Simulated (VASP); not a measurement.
Consider the following.

```xyz
1
Lattice="0.0000 2.0859 2.0859 2.0859 0.0000 2.0859 2.0859 2.0859 0.0000" Properties=species:S:1:pos:R:3 pbc="T T T"
Ag     0.0000     0.0000     0.0000
```

Computed with AM05 GGA, VASP's PBE PAW potentials (set 64) (plane waves; VASP). Settings: 400 eV cut-off, 14×14×14 Γ-centred mesh, first-order Methfessel-Paxton smearing of 0.10 eV, potentials Ag.

Q: Give the stress tensor in GPa (positive for a compressed cell).

A: 
```
-7.96   0.00   0.00
 0.00  -7.96   0.00
 0.00   0.00  -7.96
```
The pressure is its mean diagonal, -7.96 GPa.

The compound is Ag in the fcc structure. The cell was not relaxed at this level. The run is one of a series of settings (GGA = AM against the base run), some of them coarse on purpose.
